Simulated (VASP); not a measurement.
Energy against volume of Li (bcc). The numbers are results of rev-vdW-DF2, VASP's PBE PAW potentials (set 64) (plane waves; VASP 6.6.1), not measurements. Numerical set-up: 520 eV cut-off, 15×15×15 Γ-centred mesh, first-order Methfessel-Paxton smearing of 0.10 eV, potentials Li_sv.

```tsv
V (Å³/atom)	E (eV/atom)
18.921	-1.15197
19.524	-1.15500
20.128	-1.15623
20.732	-1.15586
```

Question: Fit these four points and predict the energy of the run at 21.336 Å³/atom.

Answer: A cubic in V^(−2/3), the third-order Birch-Murnaghan form, passes through the four points with V0 = 20.28 Å³/atom and B0 = 14 GPa, and gives -1.1541 eV/atom there. The run gave -1.1541 eV/atom, -0.0 meV/atom from the fit; all five points give B0 = 14 GPa.

The compound is Li in the bcc structure. It was relaxed first.
